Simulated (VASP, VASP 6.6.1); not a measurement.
# Direct and indirect band gaps of bulk 2H-MoS2: semilocal functionals, TB-mBJ and Hubbard terms, with a hybrid comparison

## What was measured

Two optical studies of bulk crystals supply the reference values. The direct gap comes from "Photoacoustic and modulated reflectance studies of indirect and direct band gap in van der Waals crystals" (2017, PubMed Central 5684221). There the A transition at K was located by photoreflectance at room temperature on a commercial Bridgman-grown crystal. This is an exciton energy, so it lies below the quasiparticle gap at K.

The fundamental gap comes from "Temperature Dependence of the Indirect Gap and the Direct Optical Transitions at the High-Symmetry Point of the Brillouin Zone and Band Nesting in MoS2, MoSe2, MoTe2, WS2, and WSe2 Crystals" (2022, PubMed Central 8978178). It is the indirect absorption edge of a vapour-transport crystal, measured in transmission between 20 and 300 K and extrapolated to 0 K with a Varshni relation. Excitonic effects are not removed from it, and a phonon energy may be contained in the edge.

| compared with | measured | source's wording or label | T (K) | method |
| --- | --- | --- | --- | --- |
| smallest direct gap (eV) | 1.87 | direct gap at K (A transition) | room temperature | photoreflectance |
| fundamental gap (eV) | 1.299 ± 0.02 | indirect gap, phonon-emission absorption edge, extrapolated to 0 K with Varshni relation | 0 | optical absorption (transmission), 20-300 K |

Conditions are those given with the value in the passage it was taken from; "not stated" means there, and the paper may say more elsewhere. The values are a selection: others may have been left out beforehand as unlike or outlying.

## Approach

The aim is the cheapest level of theory that places both the smallest direct gap and the fundamental gap of bulk 2H-MoS$_2$ within 0.2 eV of experiment. The two measured values are 0.57 eV apart, so this target still separates the direct from the indirect gap. It also leaves room for what the calculations omit: exciton binding, zero-point motion and, for the direct gap, the shift up to room temperature. Each of these normally puts the optical value below the static quasiparticle gap, by several hundredths of an eV up to roughly 0.1 eV. A sound static calculation should therefore lie somewhat above the measured numbers, the direct one in particular.

The model is the six-atom hexagonal cell with the lattice constants of a published refinement and the atoms relaxed within it by LDA. Fixing the cell keeps the interlayer distance, to which the indirect gap is sensitive, out of the comparison of functionals. The work starts with LDA and a test of how the band edges are sampled. Cutoff and spin-orbit coupling follow, and then functionals of rising cost as far as the gaps require.

System: MoS2, space group P6_3/mmc (Molybdenite); P6_3/mmc (No. 194), 6 atoms in the cell; conventional a = 3.161, c = 12.295 A, from a published structure refinement (COD).

On the selection of runs and values: Electron-phonon renormalisation and excitons are left out; optical values lie below the quasiparticle gap by the exciton binding energy. 3 further cited values are not listed: repeats, values quoted from earlier work, more than five for one quantity or six quantities, optical onsets of an indirect gap, or quantities that fewer than three runs give.

## 1. LDA on the mesh and along lines

LDA is the natural floor in cost, and its gaps are expected to be too small. In this layered crystal the conduction minimum may lie at a general point between $\Gamma$ and K, where a regular mesh can miss it. The same LDA calculation is therefore evaluated once on the mesh alone and once with the symmetry lines added.

**Run 1.** VASP 6.6.1: LDA; 350 eV, 9x9x2 k mesh; measured cell with atoms relaxed by LDA; levels on the mesh alone, LASPH on.

Key lines of the input:
```
ALGO = Normal
EDIFF = 1E-06
ENCUT = 350
GGA = CA
ISMEAR = 0
LASPH = .TRUE.
NBANDS = 32
NELM = 100
PREC = Accurate
SIGMA = 0.03
KPOINTS: Gamma, 9 9 2
PAW data sets: Mo_sv S (LDA 64)
```

Command:
```
mpirun -np 8 vasp_std
```

Converged; 8.8 s on 8 cores of AMD EPYC 7R43 64, shared host.

**Run 2.** VASP 6.6.1: LDA; 350 eV, 9x9x2 k mesh; measured cell with atoms relaxed by LDA; levels on the mesh and along the symmetry lines, LASPH on.

Key lines of the input, as changed from run 1:
```diff
- NBANDS = 32
+ NBANDS = 42
+ KPOINTS_OPT: line mode along the symmetry lines
```

Selected lines of the output:
```
DAV:  12    -0.489183800822E+02    0.56182E-04   -0.11447E-04  2280   0.465E-02    0.661E-02
DAV:  13    -0.489183717934E+02    0.82888E-05   -0.69314E-05  2342   0.405E-02    0.186E-02
DAV:  14    -0.489183712531E+02    0.54025E-06   -0.54158E-06  2106   0.131E-02
   1 F= -.48918371E+02 E0= -.48918371E+02  d E =-.449035E-42
 E-fermi :   7.7886
 k-point     1 :       0.0000    0.0000    0.0000
  band No.  band energies     occupation
     24       6.2912      2.00000
     25       6.2922      2.00000
     26       7.5067      2.00000
     27       9.5650      0.00000
     28       9.5650      0.00000
     29       9.5880      0.00000
```

Converged; took 25 s.

| quantity | run 1 | run 2 | measured |
| --- | --- | --- | --- |
| smallest direct gap (eV) | 1.645 | 1.645 | 1.87 |
| fundamental gap (eV) | 0.905 | 0.831 | 1.299 ± 0.02 |
| kind of gap | indirect | indirect |  |
| k points of the band edges | – | top at (0.000, 0.000, 0.000), bottom at (0.190, 0.190, 0.000) |  |

The fundamental gap falls from 0.905 eV on the mesh to 0.831 eV once the lines are included. The conduction minimum lies at (0.190, 0.190, 0), between $\Gamma$ and K and between the points of the mesh. The direct gap is the same in both evaluations. The lines are therefore needed for the indirect gap, and all further levels are evaluated with them.

LDA gives the right kind of gap but misses both targets. The fundamental gap is 0.47 eV too small, far outside the limit. The direct gap is 0.225 eV too small, a narrow miss on a margin too thin to rank levels on. The two errors differ by about a factor of two, so a rigid upward shift of the conduction bands would not repair both equally well.

## 2. Cutoff and spin-orbit coupling in LDA

Before the functional is changed, two properties of the LDA calculation are examined separately against the run with lines: the plane-wave cutoff, raised to 500 eV, and spin-orbit coupling. The cutoff should matter little on the scale of the target. Spin-orbit coupling splits the valence band at K and should lower the direct gap there, while the valence top at $\Gamma$ should hardly move. It would then widen the direct-gap miss, but its size is needed to judge any later level calculated without it.

**Run 3.** VASP 6.6.1: LDA; 500 eV, 9x9x2 k mesh; measured cell with atoms relaxed by LDA; levels on the mesh and along the symmetry lines, LASPH on.

Key lines of the input, as changed from run 2:
```diff
- ENCUT = 350
+ ENCUT = 500
```

Selected lines of the output:
```
  band No.  band energies     occupation
     26       7.5051      2.00000
     27       9.5625      0.00000
```

Converged; took 38 s.

**Run 4.** VASP 6.6.1: LDA with spin-orbit coupling; 350 eV, 9x9x2 k mesh; measured cell with atoms relaxed by LDA; levels on the mesh and along the symmetry lines, LASPH on.

Key lines of the input, as changed from run 2:
```diff
+ GGA_COMPAT = .FALSE.
- NBANDS = 42
+ LMAXMIX = 4
+ LNONCOLLINEAR = .TRUE.
+ LSORBIT = .TRUE.
+ MAGMOM = 0 0 0 0 0 0 0 0 0 0 0 0 0 0 0 0 0 0
+ NBANDS = 64
```

Command:
```
mpirun -np 8 vasp_ncl
```

Converged; took 90 s.

| quantity | run 3 | run 4 | measured |
| --- | --- | --- | --- |
| smallest direct gap (eV) | 1.645 | 1.612 | 1.87 |
| fundamental gap (eV) | 0.831 | 0.826 | 1.299 ± 0.02 |
| kind of gap | indirect | indirect |  |
| k points of the band edges | top at (0.000, 0.000, 0.000), bottom at (0.190, 0.190, 0.000) | top at (0.000, 0.000, 0.000), bottom at (0.190, 0.190, 0.000) |  |

Raising the cutoff to 500 eV leaves both gaps unchanged to the printed precision, so 350 eV suffices for the LDA gaps.

With spin-orbit coupling the direct gap falls by 0.033 eV and the fundamental gap by 0.005 eV. The second run also has more bands and some altered technical settings, so the differences are not strictly those of the coupling alone, but their pattern is the one it should produce. The valence top at $\Gamma$ is little affected, whereas the states at K are split. The lowering at K is modest because the interaction between the layers already splits the valence band there, and the two splittings do not simply add. Both changes are small against the target, and both widen the LDA misses.

## 3. PBE and r2SCAN in the same cell

The remaining error of LDA calls for another functional. PBE costs about as much as LDA, and r2SCAN adds the kinetic-energy density at a moderate price. Both are run without spin-orbit coupling in the same cell, so that only the functional and its potentials differ. PBE is expected to stay close to LDA, since gradient corrections seldom open a gap much at fixed geometry. r2SCAN should open both gaps somewhat, though perhaps not by the nearly half an electronvolt missing from the indirect one.

**Run 5.** VASP 6.6.1: PBE; 350 eV, 9x9x2 k mesh; measured cell with atoms relaxed by LDA; levels on the mesh and along the symmetry lines, LASPH on.

Key lines of the input, as changed from run 2:
```diff
- GGA = CA
+ GGA = PE
- PAW data sets: Mo_sv S (LDA 64)
+ PAW data sets: Mo_sv S (PBE 64)
```

Selected lines of the output:
```
DAV:  13    -0.435714448709E+02   -0.25148E-04   -0.90810E-05  2184   0.378E-02    0.106E-02
DAV:  14    -0.435714462612E+02   -0.13903E-05   -0.48711E-06  2252   0.896E-03    0.884E-03
DAV:  15    -0.435714468616E+02   -0.60040E-06   -0.18478E-06  1880   0.625E-03
   1 F= -.43571447E+02 E0= -.43571447E+02  d E =-.484211E-43
 E-fermi :   7.9215
 k-point     1 :       0.0000    0.0000    0.0000
  band No.  band energies     occupation
     24       6.3985      2.00000
     25       6.4875      2.00000
     26       7.6359      2.00000
     27       9.7180      0.00000
     28       9.7180      0.00000
     29       9.7414      0.00000
```

Converged; took 27 s.

**Run 6.** VASP 6.6.1: r2SCAN; 350 eV, 9x9x2 k mesh; measured cell with atoms relaxed by LDA; levels on the mesh and along the symmetry lines, LASPH on.

Key lines of the input, as changed from run 5:
```diff
- GGA = PE
+ METAGGA = R2SCAN
```

Selected lines of the output:
```
  band No.  band energies     occupation
     26       7.5367      2.00000
     27       9.7546      0.00000
```

Converged; took 94 s.

| quantity | run 5 | run 6 | measured |
| --- | --- | --- | --- |
| smallest direct gap (eV) | 1.649 | 1.762 | 1.87 |
| fundamental gap (eV) | 0.916 | 1.018 | 1.299 ± 0.02 |
| kind of gap | indirect | indirect |  |
| k points of the band edges | top at (0.000, 0.000, 0.000), bottom at (0.190, 0.190, 0.000) | top at (0.000, 0.000, 0.000), bottom at (0.190, 0.190, 0.000) |  |

PBE leaves the direct gap almost where LDA has it but raises the fundamental gap by 0.085 eV, more than expected for a gradient correction at fixed geometry. Both gaps still miss, the direct one narrowly.

r2SCAN brings the direct gap to 1.762 eV, 0.11 eV below the A transition and within the target. The fundamental gap rises to 1.018 eV but remains 0.28 eV too small. The omitted effects do not excuse this: exciton binding and zero-point motion would normally put the static gap above the optical edge, not below it. A phonon energy contained in the edge would act the other way, but only by some hundredths of an eV. The indirect gap is thus the harder of the two targets, and it decides which level is sufficient.

## 4. TB-mBJ without and with spin-orbit coupling

The modified Becke-Johnson potential (TB-mBJ) is designed for band gaps and avoids the exact exchange of a hybrid functional. It is expected to open both gaps beyond r2SCAN. As it is a potential without a matching energy functional, it is used here only for the bands, at the geometry already fixed. The calculation is made without and with spin-orbit coupling, so that a result near the limit can be judged with the coupling included at the same level.

**Run 7.** VASP 6.6.1: TB-mBJ; 350 eV, 9x9x2 k mesh; measured cell with atoms relaxed by LDA; levels on the mesh and along the symmetry lines, LASPH on.

Key lines of the input, as changed from run 5:
```diff
- GGA = PE
+ METAGGA = MBJ
- NELM = 100
+ NELM = 150
```

Selected lines of the output:
```
DAV: 106     0.499361903336E+03   -0.32880E-06   -0.12287E-10  1008   0.649E-05
```

Converged; took 2.2 min.

**Run 8.** VASP 6.6.1: TB-mBJ with spin-orbit coupling; 350 eV, 9x9x2 k mesh; measured cell with atoms relaxed by LDA; levels on the mesh and along the symmetry lines, LASPH on.

Key lines of the input, as changed from run 4:
```diff
- GGA = CA
+ METAGGA = MBJ
- NELM = 100
+ NELM = 150
- PAW data sets: Mo_sv S (LDA 64)
+ PAW data sets: Mo_sv S (PBE 64)
```

Selected lines of the output:
```
DAV:  58     0.499163335592E+03    0.64215E-07   -0.18392E-10  1608   0.682E-05
```

Converged; took 5.2 min.

| quantity | run 7 | run 8 | measured |
| --- | --- | --- | --- |
| smallest direct gap (eV) | 1.664 | 1.618 | 1.87 |
| fundamental gap (eV) | 1.054 | 1.047 | 1.299 ± 0.02 |
| kind of gap | indirect | indirect |  |
| k points of the band edges | top at (0.000, 0.000, 0.000), bottom at (0.333, 0.333, 0.000) | top at (0.000, 0.000, 0.000), bottom at (0.333, 0.333, 0.000) |  |

TB-mBJ does not open both gaps beyond r2SCAN. The fundamental gap rises only to 1.054 eV, still 0.245 eV too small, and the direct gap drops back to 1.664 eV, just outside its limit. With spin-orbit coupling both gaps lie 0.252 eV below experiment, so this level meets neither target.

The conduction minimum has also moved, from the point between $\Gamma$ and K to K itself. The two conduction valleys therefore compete closely enough for the functional to decide their order, and a fundamental gap of similar size can belong to a different transition. Self-consistency was slow as well, taking 106 steps without the coupling and 58 with it.

## 5. A Hubbard term on molybdenum

A Hubbard term on the Mo d states adds little work to a semilocal calculation, so it is examined before exact exchange. It is applied to LDA with $U = 4.38$ eV and to r2SCAN with $U = 2.2$ eV. Little gain is expected: the states at both band edges have much Mo d character, and the d electrons here are in broad bands rather than localised shells. r2SCAN needs less than 0.1 eV more in the fundamental gap to reach the target, however, so even a modest opening would count.

**Run 9.** VASP 6.6.1: LDA+U (Mo 4.38 eV); 350 eV, 9x9x2 k mesh; measured cell with atoms relaxed by LDA; levels on the mesh and along the symmetry lines, LASPH on.

Key lines of the input, as changed from run 2:
```diff
+ LDAU = .TRUE.
+ LDAUJ = 0 0
+ LDAUL = 2 -1
+ LDAUTYPE = 2
+ LDAUU = 4.38 0
+ LMAXMIX = 4
```

Selected lines of the output:
```
  band No.  band energies     occupation
     26       7.5760      2.00000
     27       9.6898      0.00000
```

Converged; took 22 s.

**Run 10.** VASP 6.6.1: r2SCAN+U (Mo 2.2 eV); 350 eV, 9x9x2 k mesh; measured cell with atoms relaxed by LDA; levels on the mesh and along the symmetry lines, LASPH on.

Key lines of the input, as changed from run 6:
```diff
+ LDAU = .TRUE.
+ LDAUJ = 0 0
+ LDAUL = 2 -1
+ LDAUTYPE = 2
+ LDAUU = 2.2 0
+ LMAXMIX = 4
```

Selected lines of the output:
```
  band No.  band energies     occupation
     26       7.5688      2.00000
     27       9.8220      0.00000
```

Converged; took 90 s.

| quantity | run 9 | run 10 | measured |
| --- | --- | --- | --- |
| smallest direct gap (eV) | 1.548 | 1.709 | 1.87 |
| fundamental gap (eV) | 0.864 | 1.015 | 1.299 ± 0.02 |
| kind of gap | indirect | indirect |  |
| k points of the band edges | top at (0.000, 0.000, 0.000), bottom at (0.190, 0.190, 0.000) | top at (0.000, 0.000, 0.000), bottom at (0.333, 0.333, 0.000) |  |

The Hubbard term does not supply the missing gap. In LDA it raises the fundamental gap by only 0.033 eV and lowers the direct gap by 0.097 eV, so both targets are missed clearly. In r2SCAN the fundamental gap stays practically where it was, at 1.015 eV, and the direct gap falls by 0.053 eV. The latter remains within its target, but the indirect gap is still 0.28 eV too small.

The term does not act as a uniform opening between occupied and empty states. At $\Gamma$ the separation of the band edges grows slightly with both functionals, while the smallest direct gap of the crystal shrinks. In r2SCAN the conduction minimum also moves to K, as it did with TB-mBJ. A plausible reason is that the states on both sides of the gap share Mo d character, so that the term shifts them together and changes mainly their relative positions. At the values of $U$ used here, it is no remedy for the indirect gap.

## All runs against the measurement

| run | settings | smallest direct gap (eV) | deviation | fundamental gap (eV) | deviation | cost |
| --- | --- | --- | --- | --- | --- | --- |
| 1 | LDA, 350 eV, levels on the mesh alone | 1.645 | −0.225 | 0.905 | −0.394 | 70 core-s |
| 2 | LDA, 350 eV, levels on the mesh and along the symmetry lines | 1.645 | −0.225 | 0.831 | −0.468 | 3.3 core-min |
| 3 | LDA, 500 eV, levels on the mesh and along the symmetry lines | 1.645 | −0.225 | 0.831 | −0.468 | 5.1 core-min |
| 4 | LDA with spin-orbit coupling, 350 eV, levels on the mesh and along the symmetry lines | 1.612 | −0.258 | 0.826 | −0.473 | 12 core-min |
| 5 | PBE, 350 eV, levels on the mesh and along the symmetry lines | 1.649 | −0.222 | 0.916 | −0.383 | 3.6 core-min |
| 6 | r2SCAN, 350 eV, levels on the mesh and along the symmetry lines | 1.762 | −0.108 | 1.018 | −0.281 | 13 core-min |
| 7 | TB-mBJ, 350 eV, levels on the mesh and along the symmetry lines | 1.664 | −0.206 | 1.054 | −0.245 | 18 core-min |
| 8 | TB-mBJ with spin-orbit coupling, 350 eV, levels on the mesh and along the symmetry lines | 1.618 | −0.252 | 1.047 | −0.252 | 42 core-min |
| 9 | LDA+U (Mo 4.38 eV), 350 eV, levels on the mesh and along the symmetry lines | 1.548 | −0.322 | 0.864 | −0.435 | 2.9 core-min |
| 10 | r2SCAN+U (Mo 2.2 eV), 350 eV, levels on the mesh and along the symmetry lines | 1.709 | −0.161 | 1.015 | −0.284 | 12 core-min |
|  | measured | 1.87 |  | 1.299 ± 0.02 |  |  |

Further runs on the same system, made beside this series (convergence steps with loose settings among them):

| further | settings | smallest direct gap (eV) | deviation | fundamental gap (eV) | deviation | cost |
| --- | --- | --- | --- | --- | --- | --- |
| F1 | worked out from finished runs, with no new run: HSE06, 350 eV, 5x5x2 k mesh, measured cell with atoms relaxed by LDA, the spin-orbit change of the LDA gaps added | 2.075 | +0.205 | 1.430 | +0.131 | – |
| F2 | HSE06, 350 eV, 5x5x2 k mesh, measured cell with atoms relaxed by LDA, levels on the mesh and along the symmetry lines | 2.109 | +0.239 | 1.436 | +0.137 | 4.5 core-h |
| F3 | r2SCAN with spin-orbit coupling, 350 eV, 9x9x2 k mesh, measured cell with atoms relaxed by LDA, levels on the mesh and along the symmetry lines | 1.726 | −0.144 | 1.012 | −0.287 | 56 core-min |
| F4 | LDA, 350 eV, 9x9x2 k mesh, LDA-relaxed cell, levels on the mesh and along the symmetry lines, relaxed twice | 1.766 | −0.104 | 0.721 | −0.578 | 18 core-min |
| F5 | LDA, 350 eV, 12x12x4 k mesh, measured cell with atoms relaxed by LDA, levels on the mesh and along the symmetry lines | 1.645 | −0.225 | 0.829 | −0.470 | 4.5 core-min |
|  | measured | 1.87 |  | 1.299 ± 0.02 |  |  |

## Conclusion

No level in the main series meets both targets. r2SCAN, at 13 core-minutes, comes closest overall: its direct gap is 0.11 eV too small and passes, but its fundamental gap is 0.28 eV too small and fails. Even the pass is flattering, because the reference is a room-temperature exciton energy and the static quasiparticle gap should lie above it. Spin-orbit coupling lowers the r2SCAN direct gap by a further 0.036 eV.

The symmetry lines mattered, since the mesh alone overestimated the LDA indirect gap by 0.074 eV. A higher cutoff and a denser mesh changed the LDA gaps by at most 0.002 eV. TB-mBJ and the Hubbard terms did not solve the problem, and the steps spent on them would have been better given to a hybrid functional.

The supplementary HSE06 calculation supports this. At 4.5 core-hours it places the fundamental gap 0.14 eV above experiment, within the target. With the spin-orbit change from LDA added, the direct gap is 0.205 eV too large, a narrow miss on a margin too thin for ranking. Exciton binding and thermal and zero-point shifts, together perhaps 0.1 to 0.2 eV, would reduce this excess. Exact exchange thus appears to supply the opening that the semilocal functionals lack, although the convergence of the HSE06 gaps with the mesh is not shown in this report.

Geometry remains a sensitive point. In the LDA-relaxed cell the LDA direct gap rises into the target range while the indirect gap falls further from experiment, so that the direct agreement there is a cancellation of errors.

[Logs are printed without paths, hosts, clocks, repeated set-up lines and the standing remarks that a program may print on its own settings, such as how far it seeks lower states.]

[The runs shown are a pick from a larger set of finished runs; failed, doubtful and other runs were left out of it ahead of writing. So were measured values far from every level or from commonly accepted values, and agreement can look better than it is. Lines of input and output are excerpts and may be shortened.]
